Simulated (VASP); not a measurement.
An input for Quantum ESPRESSO's pw.x (written as the equivalent of a VASP run, and not itself run):

```
&CONTROL
  calculation = 'scf'
  pseudo_dir = './pseudo'
  outdir = './out'
  tprnfor = .true.
  tstress = .true.
/
&SYSTEM
  ibrav = 0
  nat = 8
  ntyp = 2
  ecutwfc = 84
  occupations = 'smearing'
  smearing = 'gaussian'
  degauss = 0.000735
  input_dft = 'pbe'
/
&ELECTRONS
  conv_thr = 7.3e-08
  electron_maxstep = 100
/
ATOMIC_SPECIES
  Zn 65.380 Zn.upf
  S 32.060 S.upf
CELL_PARAMETERS angstrom
     3.7998090    0.0000000    0.0000000
    -1.8999040    3.2907300    0.0000000
     0.0000000    0.0000000   12.4227140
ATOMIC_POSITIONS crystal
  Zn   0.6666670  0.3333330  0.7499300
  Zn   0.3333330  0.6666670  0.2499300
  Zn   0.0000000  0.0000000  0.5000000
  Zn   0.0000000  0.0000000  0.0000000
  S    0.6666670  0.3333330  0.9377300
  S    0.3333330  0.6666670  0.4377300
  S    0.0000000  0.0000000  0.6873400
  S    0.0000000  0.0000000  0.1873400
K_POINTS automatic
  7 7 2 0 0 0
```

**Question.** Write the VASP files for the same calculation (PBE).

**Answer.** Several could match; the one computed here: 
POSCAR:
```
ZnS
1
    3.7998090000     0.0000000000     0.0000000000
   -1.8999040000     3.2907300000     0.0000000000
    0.0000000000     0.0000000000    12.4227140000
Zn S
4 4
Direct
  0.6666670000   0.3333330000   0.7499300000
  0.3333330000   0.6666670000   0.2499300000
  0.0000000000   0.0000000000   0.5000000000
  0.0000000000   0.0000000000   0.0000000000
  0.6666670000   0.3333330000   0.9377300000
  0.3333330000   0.6666670000   0.4377300000
  0.0000000000   0.0000000000   0.6873400000
  0.0000000000   0.0000000000   0.1873400000
```

KPOINTS:
```
Automatic
0
G
7 7 2
```

INCAR:
```
SYSTEM = ZnS
PREC = Accurate
ENCUT = 300
EDIFF = 1E-6
NELM = 100
ALGO = Normal
LREAL = .FALSE.
LASPH = .TRUE.
ISMEAR = 0
SIGMA = 0.01
GGA = PE
LMAXMIX = 4
LWAVE = .FALSE.
LCHARG = .FALSE.
ISIF = 2
```

POTCAR, in this order: Zn S (PBE.64 set). Program: vasp_std.

Limits of the translation: the potentials are each code's own (VASP's PAW set, PseudoDojo norm-conserving files in pw.x), so ENCUT and ecutwfc are chosen apart and not converted; conv_thr bounds pw.x's estimated SCF error, while EDIFF bounds the energy change between steps.

The structure comes from a computed database's ZnS entry; how it stands against other phases isn't given here. The cell was not relaxed at this level.
